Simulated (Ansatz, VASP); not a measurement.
# Cross-check of BaZrO3 between VASP and Ansatz, part 2 of 2

Wanted: the spread between two codes on one cell, functional and k mesh. The cell is taken from a series of VASP runs on this material, whose earlier steps may have relaxed, scaled or displaced it; both programs get it as it stands.

VASP 6.6.1 and Ansatz 0.2.0.

So far: Set-up; VASP: zone-centre phonons, r2SCAN.

### Step 3. Ansatz: zone-centre phonons, r2SCAN

Level of this step: Ansatz beside VASP: Kohn-Sham DFT, plane waves, r2SCAN (Ansatz).

Ansatz runs on its default PAW (the set named soft_2) files.

The same cell, functional, mesh and smearing now go to Ansatz, which takes its cutoff from its data sets.

Input file input.yaml:

```yaml
crystal:
  lattice:
    - [4.2138674132, 0.0, 0.0]
    - [0.0, 4.2138674132, 0.0]
    - [0.0, 0.0, 4.2138674132]
  atoms:
    - { symbol: Ba, position: [0.0, 0.0, 0.0] }
    - { symbol: Zr, position: [0.5, 0.5, 0.5] }
    - { symbol: O, position: [0.0, 0.5, 0.5] }
    - { symbol: O, position: [0.5, 0.0, 0.5] }
    - { symbol: O, position: [0.5, 0.5, 0.0] }
hamiltonian:
  xc: r2scan
  pseudopotentials: { kind: paw }
kpoints:
  mp_grid: { grid: [6, 6, 6] }
scf:
  occupations: { method: gaussian, width: 0.05 }
phonons:
  method: dfpt
  qpoints: [[0, 0, 0]]
```

Launch:

```bash
> ansatz run input.yaml --threads 4 --pin off --max-ram 9216MiB --backend cpu --events-out ev --progress --plain --runs-dir out
```

Numbers of over 12 decimals in the logs are rounded to 6 here.

What it wrote:

```text
Engine: ansatz 0.2.0, aarch64-unknown-linux-gnu
Pseudopotentials: kind: paw
Pseudopotential: Ba, paw, valence charge 10, recommended cutoff 500 eV (meta_gga), Ba.paw.azcp
Pseudopotential: Zr, paw, valence charge 12, recommended cutoff 500 eV (meta_gga), Zr.paw.azcp
Pseudopotential: O, paw, valence charge 6, recommended cutoff 500 eV (meta_gga), O.paw.azcp
Functional definition: r2SCAN
  parameter k0 = 0.174
  parameter k1 = 0.065
  parameter a1 = 4.9479
  exchange = r2scan_x(k0 = k0, k1 = k1, a1 = a1)
  correlation = r2scan_c
Crystal: 5 atoms, lattice volume = 74.824 Å³
Basis set: ecut = 500 eV, 1935 PW (Γ), exchange–correlation on 256×256×256 points (512 copies of the dense FFT grid, shifted against one another)
Bands: 25, of which v1, the nominal top of the filled ones, is band 20 counted from 1 (19 counted from 0)
Symmetry: 48 space group operations
k-points: 80 of 216 (irreducible under 2 space group operations, time reversal used)
Non-local potential: Ba, projectors of the file, l = 0: 3, l = 1: 2, l = 2: 2, l = 3: 2
Non-local potential: Zr, projectors of the file, l = 0: 3, l = 1: 2, l = 2: 2, l = 3: 2
Non-local potential: O, projectors of the file, l = 0: 2, l = 1: 2, l = 2: 1
PAW form: soft (Blöchl's): semilocal exchange-correlation on the pseudo side does not see the compensation charge
PAW frozen core: Ba, regenerated for the run's functional (the file was generated under x = pbe(κ = 0.804, μ = 0.219515), c = pbe(β = 0.066725))
PAW frozen core: Zr, regenerated for the run's functional (the file was generated under x = pbe(κ = 0.804, μ = 0.219515), c = pbe(β = 0.066725))
PAW frozen core: O, regenerated for the run's functional (the file was generated under x = pbe(κ = 0.804, μ = 0.219515), c = pbe(β = 0.066725))
PAW one-centre angular grid: Ba, 302 points (default); XC on 160 Gauss nodes
PAW one-centre angular grid: Zr, 590 points (default); XC on 160 Gauss nodes
PAW one-centre angular grid: O, 302 points (default); XC on 160 Gauss nodes
Initial density: superposition of atomic densities (neutral atoms: chi_scale 0, normalization atom), corrected by the library's trained network
Initial wavefunctions: pseudopotential atomic-orbital guess
Functional: x = r2scan, c = r2scan; τ floored in thin density (d = 2e-4 eV/Å³)
SCF iter   1: F=—  HF=-11875.316780 eV  |F-HF|=—  |Δ(HF+E_count)|=         —  Δρ=1.17e-2  dr2=1.36e-1  dr2_τ=2.23e-1  ethr=1.77e-3  ⟨swp⟩=6.8  Hψ=10382  notcnv=0
preconditioner: auto → Resta (q_TF=auto, 2.458 Å⁻¹)  ε∞=3.4  [insulator: Δε(μ)=4.009 eV  Ē_g=17.112 eV  σ=0.050 eV  W_gap=1.00  n_scr=18 (ndim 8)  ℏωp=26.5 eV  f_vac=0.000  D(μ)=0.00/eV (n_scr^D=0)  ε∞_Penn≈3.4]
SCF iter   2: F=—  HF=-11875.424079 eV  |F-HF|=—  |Δ(HF+E_count)|=   1.07e-1  Δρ=5.77e-3  dr2=1.03e-2  dr2_τ=5.55e-3  ethr=3.41e-4  ⟨swp⟩=2.9  Hψ=4322  notcnv=0  defer=80
SCF iter   3: F=—  HF=-11875.422690 eV  |F-HF|=—  |Δ(HF+E_count)|=   1.39e-3  Δρ=2.41e-3  dr2=2.76e-3  dr2_τ=2.80e-4  ethr=2.56e-5  ⟨swp⟩=2.3  Hψ=3614  notcnv=0  defer=80
SCF iter   4: F=—  HF=-11875.422188 eV  |F-HF|=—  |Δ(HF+E_count)|=   5.02e-4  Δρ=4.00e-4  dr2=6.29e-5  dr2_τ=1.29e-5  ethr=6.89e-6  ⟨swp⟩=2.9  Hψ=3919  notcnv=0  defer=80
SCF iter   5: F=—  HF=-11875.422209 eV  |F-HF|=—  |Δ(HF+E_count)|=   2.05e-5  Δρ=8.10e-5  dr2=5.11e-6  dr2_τ=3.25e-7  ethr=1.57e-7  ⟨swp⟩=2.4  Hψ=3132  notcnv=0  defer=80
SCF iter   6: F=—  HF=-11875.422209 eV  |F-HF|=—  |Δ(HF+E_count)|=   2.42e-7  Δρ=1.84e-5  dr2=2.84e-7  dr2_τ=2.71e-8  ethr=1.28e-8  ⟨swp⟩=2.0  Hψ=3093  notcnv=0  defer=80
SCF iter   7: F=—  HF=-11875.422208 eV  |F-HF|=—  |Δ(HF+E_count)|=   7.73e-7  Δρ=3.94e-6  dr2=1.27e-8  dr2_τ=4.06e-10  ethr=7.10e-10  ⟨swp⟩=2.0  Hψ=2772  notcnv=0  defer=80
SCF iter   8: F=—  HF=-11875.422208 eV  |F-HF|=—  |Δ(HF+E_count)|=  7.69e-10  Δρ=3.42e-7  dr2=7.54e-11  dr2_τ=4.21e-12  ethr=3.18e-11  ⟨swp⟩=2.0  Hψ=3086  notcnv=0  defer=80
SCF iter   9: F=-11875.422208 eV  HF=-11875.422208 eV  |F-HF|=0.00e0  |Δ(HF+E_count)|=  2.00e-11  Δρ=6.39e-8  dr2=3.17e-12  dr2_τ=1.61e-13  ethr=1.00e-12  ⟨swp⟩=12.0  Hψ=11709  notcnv=0
SCF 1 converged in 9 iterations: F = -11875.422208 eV  dr2 = 3.17e-12
  greatest PAW one-centre occupation: 0.991 electrons in one spin orbital (limit 2), on the Zr atom at site 1 (counted from 0), in its partial waves of l = 1
DFPT response loops at Γ: preconditioner auto → none (the input reference at scf.mixing.eps_inf says where Resta's filter doesn't serve); β = 0.50; Broyden in place of MSR1
SCF converged after 9 iterations
Free energy (F): -11875.422208 eV
Harris-Foulkes:  -11875.422208 eV  (|F-HF|=0.00e0)
Internal energy: -11875.422208 eV  (E = F + TS)
E sigma→0 (E₀):  -11875.422208 eV
Fermi energy:    11.171064 eV
--- Per-component energies (eV) ---
  E_band       = -129.401981
  E_kinetic    = 1034.451554
  E_local      = -1958.381686  (includes V_loc(G=0)·N_el)
  E_nonlocal   = 272.122944
  E_hartree    = 694.371272
  E_xc         = -537.942168
  E_vxc        = -682.476056  (∫ρ·V_xc dr)
  E_paw        = -8700.480875  (= ΣΔE_a)
  E_vpaw       = -224.175242  (= ΣTr[D̂ρ^β])
  E_aug_tail   = 0.002908  (compensation charges beyond the density's cutoff)
  E_vtau       = 40.311000  (kinetic-family band-sum trace: ∫τ·v_τ [+ j·A + Jᵃ·Aᵃ] dr)
  E_ewald      = -2679.376009
  E_core_change = -0.190148  (= ΣΔE_core)
  E_smearing   = -0.000000  (= −TS)
  E_closure    = 0.000000  (closes the sum)
  Σ components = -11875.422208   (vs F -11875.422208, Δ=0.00e0)
--- Band table (eV; the first three rows and the last of 80) ---
  k-point 0: bands = [... 16 lower, 8.3108, 9.0792, 9.0792, 9.0792, 13.0288, 13.0288, 13.0288, 14.5411, ... 1 higher]
  k-point 1: bands = [... 16 lower, 8.1423, 8.4646, 8.9917, 8.9917, 13.1079, 13.6032, 13.6032, 14.9479, ... 1 higher]
  k-point 2: bands = [... 16 lower, 7.8124, 7.8428, 8.8767, 8.8767, 13.2839, 14.7757, 14.7757, 15.8065, ... 1 higher]
  k-point 79: bands = [... 16 lower, 6.8096, 9.3133, 9.3133, 9.3133, 15.9461, 15.9461, 15.9461, 16.7189, ... 1 higher]
--- Phonons (Γ-DFPT): 4 representative perturbations + reference, on 80 of 216 k-points (Σ response iterations 26) ---
  k mesh reduced under 2 symmetry operations, with k and −k counted as one. Each operation leaves every solved perturbation unchanged. A smaller set is not considered because the functional reads the kinetic-energy density
  ASR residual: 1.135e-4 → 0.000e0 eV/Å²; symmetrization residual: 7.251e-6 eV/Å²
  ASR residual per site (eV/Å²): 1.03e-6 4.87e-5 1.13e-4 1.13e-4 1.13e-4
  Γ frequencies (cm⁻¹): 0.00 0.00 0.00 101.49 101.49 101.49 195.77 195.77 195.77 199.73 199.73 199.73 487.50 487.50 487.50
  non-analytic LO–TO correction: not included (Born effective charges unavailable; polar crystals: no LO–TO splitting at Γ)
--- Phonons (arbitrary-q DFPT): 1 explicit q-point ---
  q = [0, 0, 0] (of the zone-centre solve; hermiticity 1.25e-6, symmetrization 4.53e-9): 0.00 0.00 0.00 101.49 101.49 101.49 195.77 195.77 195.77 199.73 199.73 199.73 487.50 487.50 487.50
  sum rule: each row above includes the acoustic sum rule's correction from the zone centre's row sums; it moved no ω² by more than (1.39 cm⁻¹)²
```

Run time: 74 s. Hardware: 4 threads of Arm Neoverse V1, shared host; peak memory 4.2 GiB; 4.8 min of CPU time.

### Step 4. Side by side

Known differences besides the potentials themselves: VASP keeps PBE cores, Ansatz makes them for the functional; the cutoff is 500 eV in Ansatz and 520 eV in VASP; VASP uses finite displacements, Ansatz perturbation theory. Total energies have different zeros and are not compared.

The two programs side by side:

```tsv
quantity	Ansatz	VASP	difference
optical mode 1 to 3 (cm⁻¹)	101.5	113.4	-10.49 %
optical mode 4 to 6 (cm⁻¹)	195.8	200.5	-2.37 %
optical mode 7 to 9 (cm⁻¹)	199.7	207.0	-3.50 %
optical mode 10 to 12 (cm⁻¹)	487.5	492.8	-1.08 %
```

Modes are paired by rising frequency and degeneracy, not by their patterns, so a pair may still set unlike modes beside each other.

### Step 5. What the set-up changes

Further runs change the set-up of one program: Ansatz's method, potentials or start, or VASP's data sets, cutoff or form of LDA. The table gives Ansatz less VASP for each quantity, since a change that brings one quantity closer may part another.

```tsv
run	optical mode 1 to 3 (%)	optical mode 4 to 6 (%)	optical mode 7 to 9 (%)	optical mode 10 to 12 (%)
as above	-10	-2.4	-3.5	-1.1
cores kept as stored	-10	-2.4	-3.4	-1.1
Ansatz's all-electron LAPW method	-10	-2.2	-3.3	-1.1
Ansatz's larger PAW set (cutoff 900 eV)	-10	-2.3	-3.3	-1.2
```

### Step 6. What came out

```
r.m.s. difference of the optical zone-centre modes, each program's sorted by frequency (zone-centre phonons, r2SCAN) : 7.8 cm⁻¹
difference in optical mode 1 to 3 (zone-centre phonons, r2SCAN)                                                      : -10.5 %
```

In words: The r.m.s. difference of the optical zone-centre modes, each program's sorted by frequency is 7.8 cm⁻¹ (zone-centre phonons, r2SCAN). Among the rows given in per cent, the largest difference of the zone-centre phonons, r2SCAN pair is in optical mode 1 to 3, -10.5 %. For zone-centre phonons, r2SCAN, no further run moves any of the tabulated differences by more than a quarter of its size. 1 further run of this series is not shown here. Such differences can come from data sets, numerical settings and the points named under the comparisons, not from the functional's error against experiment.

[Lines on the potential files, build, host, timing and source positions are cut from VASP's logs without a mark.]

[Logs are printed without paths, hosts, clocks, repeated set-up lines and the standing remarks that a program may print on its own settings, such as how far it seeks lower states.]

[Hosts, paths, dates, database ids (printed as entryN), source tags and the programs' standing remarks are cut or masked in the printed files.]
